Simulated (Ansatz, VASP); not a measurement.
# Cross-check of Ru (Ruthenium) between VASP and Ansatz, part 2 of 2

Wanted: the spread between two codes on one cell, functional and k mesh. The cell is taken from a series of runs on this material, whose earlier steps may have relaxed, scaled, displaced or heated it; both programs get it as it stands.

VASP 6.6.1 and Ansatz 0.2.0.

So far: Starting point; Ansatz: zone-centre phonons, LDA; VASP: zone-centre phonons, LDA.

**3. VASP: zone-centre phonons, LDA (continued)**

Level of this step: LDA; plane waves and PAW (Ru_pv) (VASP).

Numbers of over 12 decimals in the logs are rounded to 6 here.

From OUTCAR (step 3):

```text
ion  position               nearest neighbor table
   1  0.333  0.667  0.250-   2 2.62   2 2.62   2 2.62   2 2.62   2 2.62   2 2.62
   2  0.667  0.333  0.750-   1 2.62   1 2.62   1 2.62   1 2.62   1 2.62   1 2.62

  LATTYP: Found a hexagonal cell.
 ALAT       =     2.5946572895
 C/A-ratio  =     1.6560484307

 Subroutine GETGRP returns: Found 24 space group operations
 (whereof 12 operations were pure point group operations)

The static configuration has the point symmetry D_3d.
 The point group associated with its full space group is D_6h.

 Found    259 irreducible k-points:

   k-points           NKPTS =    259   k-points in BZ     NKDIM =    259   number of bands    NBANDS=     20

   dimension x,y,z NGX =    20 NGY =   20 NGZ =   32
   dimension x,y,z NGXF=    40 NGYF=   40 NGZF=   64

   ENCUT  =  500.0 eV  36.75 Ry    6.06 a.u.   4.73  4.73  7.83*2*pi/ulx,y,z

   NELECT =      28.0000    total number of electrons

 k-points in reciprocal lattice and weights: Automatic mesh
   0.00000000  0.00000000  0.00000000       0.000
   0.05555556 -0.00000000  0.00000000       0.002
   0.11111111 -0.00000000  0.00000000       0.002
   0.16666667  0.00000000  0.00000000       0.002
   0.22222222  0.00000000  0.00000000       0.002
   0.27777778  0.00000000  0.00000000       0.002
   0.33333333 -0.00000000  0.00000000       0.002
   0.38888889 -0.00000000  0.00000000       0.002
   0.44444444  0.00000000  0.00000000       0.002
[...]
0.33333333  0.27777778  0.50000000       0.003
   0.33333333  0.33333333  0.50000000       0.001

 average (electrostatic) potential at core
       1 -66.0103       2 -66.0103

  Total        4.3612957      4.3612957      0.1214284     -0.0000000      0.0000000      0.0000000
  in kB      278.9217883    278.9217882      7.7658195     -0.0000000      0.0000000      0.0000000
  external PRESSURE =     188.5364653 kB  Pullay stress =       0.0000000 kB

  energy-cutoff  :      500.00
  volume of cell :       25.05
      direct lattice vectors                 reciprocal lattice vectors
     2.594657290  0.000000000  0.000000000     0.385407354  0.222515039  0.000000000
    -1.297328645  2.247039127  0.000000000     0.000000000  0.445030079  0.000000000
     0.000000000  0.000000000  4.296878132     0.000000000  0.000000000  0.232727103

 POSITION                                       TOTAL-FORCE (eV/Angst)
 -----------------------------------------------------------------------------------
     -0.00000      1.49803      1.07422         0.000000      0.000000     -0.000000
      1.29733      0.74901      3.22266        -0.000000     -0.000000      0.000000
 -----------------------------------------------------------------------------------
    total drift:                               -0.000000     -0.000000      0.000000

 Eigenvectors and eigenvalues of the dynamical matrix
 ----------------------------------------------------

   1 f  =    8.211921 THz    51.597019 2PiTHz  273.920187 cm-1    33.961759 meV
             X         Y         Z           dx          dy          dz
     -0.000000  1.498026  1.074220    -0.000000    0.000000    0.707107
      1.297329  0.749013  3.222659     0.000000   -0.000000   -0.707107

   2 f  =    6.296310 THz    39.560882 2PiTHz  210.022294 cm-1    26.039434 meV
             X         Y         Z           dx          dy          dz
     -0.000000  1.498026  1.074220     0.590475   -0.389023    0.000000
      1.297329  0.749013  3.222659    -0.590475    0.389023   -0.000000

   3 f  =    6.296310 THz    39.560882 2PiTHz  210.022294 cm-1    26.039434 meV
             X         Y         Z           dx          dy          dz
     -0.000000  1.498026  1.074220     0.389023    0.590475   -0.000000
      1.297329  0.749013  3.222659    -0.389023   -0.590475    0.000000

   4 f  =    0.000000 THz     0.000000 2PiTHz    0.000002 cm-1     0.000000 meV
             X         Y         Z           dx          dy          dz
     -0.000000  1.498026  1.074220     0.691380    0.145133   -0.030501
      1.297329  0.749013  3.222659     0.691380    0.145133   -0.030501

   5 f  =    0.000000 THz     0.000000 2PiTHz    0.000001 cm-1     0.000000 meV
             X         Y         Z           dx          dy          dz
     -0.000000  1.498026  1.074220     0.073367   -0.208331    0.671726
      1.297329  0.749013  3.222659     0.073367   -0.208331    0.671726

   6 f/i=    0.000000 THz     0.000000 2PiTHz    0.000002 cm-1     0.000000 meV
             X         Y         Z           dx          dy          dz
     -0.000000  1.498026  1.074220     0.128884   -0.659951   -0.218756
      1.297329  0.749013  3.222659     0.128884   -0.659951   -0.218756

 ELASTIC MODULI CONTR FROM IONIC RELAXATION (kBar)
 Direction    XX          YY          ZZ          XY          YZ          ZX
 --------------------------------------------------------------------------------
 XX        -115.1362    115.1362      0.0000      0.0000      0.0000     -0.0000
 YY         115.1362   -115.1362     -0.0000      0.0000     -0.0000      0.0000
 ZZ           0.0000     -0.0000     -0.0000      0.0000     -0.0000      0.0000
 XY           0.0000      0.0000      0.0000   -115.1362     -0.0000      0.0000
 YZ           0.0000     -0.0000     -0.0000     -0.0000     -0.0000      0.0000
 ZX          -0.0000      0.0000      0.0000      0.0000      0.0000     -0.0000
 --------------------------------------------------------------------------------
```

**4. Side by side**

Known differences besides the potentials themselves: the data sets hold 32 valence electrons in Ansatz (on its PAW soft_1 files) and 28 in VASP; the cutoff is 420 eV in Ansatz and 500 eV in VASP; VASP's log shows a relativistic correction to its local exchange, Ansatz's none. Total energies have different zeros and are not compared.

Both answers:

```
                  quantity  Ansatz   VASP  difference
optical mode 1 to 2 (cm⁻¹)   209.9  210.0     -0.05 %
     optical mode 3 (cm⁻¹)   271.5  273.9     -0.89 %
```

Modes are paired by rising frequency, not by their patterns, so a pair may set unlike modes beside each other; they are those without the splitting of longitudinal modes.

**5. Summary of results**

```
r.m.s. difference of the optical zone-centre modes, each program's sorted by frequency (zone-centre phonons, LDA) : 1.4 cm⁻¹
difference in optical mode 3 (zone-centre phonons, LDA)                                                           : -0.9 %
```

The r.m.s. difference of the optical zone-centre modes, each program's sorted by frequency is 1.4 cm⁻¹ (zone-centre phonons, LDA). The data sets hold unlike numbers of valence electrons (32 in Ansatz and 28 in VASP), so part of the differences comes from the potentials. Among the rows given in per cent, the largest difference of the zone-centre phonons, LDA pair is in optical mode 3, -0.9 %. Such differences can come from data sets, numerical settings and the points named under the comparisons, not from the functional's error against experiment.

[Lines on the potential files, build, host, timing and source positions are cut from VASP's logs without a mark.]

[Logs are printed without paths, hosts, clocks, repeated set-up lines and the standing remarks that a program may print on its own settings, such as how far it seeks lower states.]

[Hosts, paths, dates, database ids (printed as entryN), source tags and the programs' standing remarks are cut or masked in the printed files.]
